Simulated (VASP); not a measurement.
Here is a VASP 6.6.1 calculation.

INCAR

```
SYSTEM = Pd
  PREC = Accurate
  ENCUT = 600
  EDIFF = 1E-7
  ISMEAR = 1
  SIGMA = 0.1
  LREAL = .FALSE.
  LASPH = .TRUE.
  NELM = 80
  ALGO = Normal
  ISIF = 3
  LWAVE = .FALSE.
  LCHARG = .FALSE.
  METAGGA = R2SCAN
  LMIXTAU = .TRUE.
  IBRION = 2
  NSW = 90
  EDIFFG = -0.005
```

KPOINTS

```
regular mesh
0
G
  16 16 16
  0 0 0
```

POSCAR

```
Pd                                      
1.0
    0.0000000000      1.9562639900      1.9562639900
    1.9562639900     -0.0000000000      1.9562639900
    1.9562639900      1.9562639900      0.0000000000
  Pd            
     1
Direct
     0.0000000000000000    0.0000000000000000    0.0000000000000000
```

Potentials or basis: VASP PAW PBE potentials, release 64 (Pd).

Launch:

```bash
$ cat potpaw_PBE.64/Pd/POTCAR > POTCAR
$ mpirun -np 1 vasp_std > vasp.out
```

Problem. What does it give for the band gap on the k mesh?

Solution. None (metal or under the smearing width).

Final structure:
```
Pd
1.0
     0.00000    1.95626    1.95626
     1.95626    0.00000    1.95626
     1.95626    1.95626    0.00000
Pd
1
Cartesian
  0.0000 0.0000 0.0000
```

Caveat: the relaxation stopped at its first step, so nothing moved.
